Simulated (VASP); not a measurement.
VASP ran on this input.

**INCAR**
```
EDIFFG  =  -0.02
NELM  =  100   # most electronic steps
LCHARG  =  .FALSE.
SIGMA  =  0.05   # width (eV)
LREAL  =  .FALSE.
GGA  =  PE   # PBE
NSW  =  40   # most ionic steps
EDIFF  =  1E-6   # SCF stop (eV)
PREC  =  Accurate
ALGO  =  Normal
LASPH  =  .TRUE.   # aspherical one-centre terms
ENCUT  =  620
ISIF  =  3   # ions, shape and volume
ISMEAR  =  0   # Gaussian
IBRION  =  2   # conjugate gradients
PSTRESS  =  200   # kbar
LWAVE  =  .FALSE.
SYSTEM  =  BP
```

### POSCAR
```
BP
1
    0.0000000000     2.1976896752     2.1976896752
    2.1976896752     0.0000000000     2.1976896752
    2.1976896752     2.1976896752    -0.0000000000
B P
1 1
Direct
  0.0000000000   0.0000000000   0.0000000000
  0.2500000000   0.2500000000   0.2500000000
```

KPOINTS:
```
Automatic
0
gamma
  10 10 10
```

POTCAR, in this order: B P (PBE.64 set). Program: vasp_std.

Write an equivalent input for Quantum ESPRESSO's pw.x.

One equivalent input (not run):
```
&CONTROL
  calculation = 'vc-relax'
  pseudo_dir = './pseudo'
  outdir = './out'
  tprnfor = .true.
  tstress = .true.
  nstep = 40
  forc_conv_thr = 0.00078
/
&SYSTEM
  ibrav = 0
  nat = 2
  ntyp = 2
  ecutwfc = 76
  occupations = 'smearing'
  smearing = 'gaussian'
  degauss = 0.003675
  input_dft = 'pbe'
/
&ELECTRONS
  conv_thr = 7.3e-08
  electron_maxstep = 100
/
&IONS
/
&CELL
  press = 200
/
ATOMIC_SPECIES
  B 10.810 B.upf
  P 30.974 P.upf
CELL_PARAMETERS angstrom
     0.0000000    2.1976897    2.1976897
     2.1976897    0.0000000    2.1976897
     2.1976897    2.1976897   -0.0000000
ATOMIC_POSITIONS crystal
  B    0.0000000  0.0000000  0.0000000
  P    0.2500000  0.2500000  0.2500000
K_POINTS automatic
  10 10 10 0 0 0
```
The two are equivalent in intent, not identical: the potentials are each code's own (VASP's PAW set, PseudoDojo norm-conserving files in pw.x), so ENCUT and ecutwfc are chosen apart and not converted; conv_thr bounds pw.x's estimated SCF error, while EDIFF bounds the energy change between steps; forc_conv_thr acts on force components and is met together with etot_conv_thr.

The compound is BP in the zinc blende structure. It was relaxed first under an external pressure of 20 GPa.
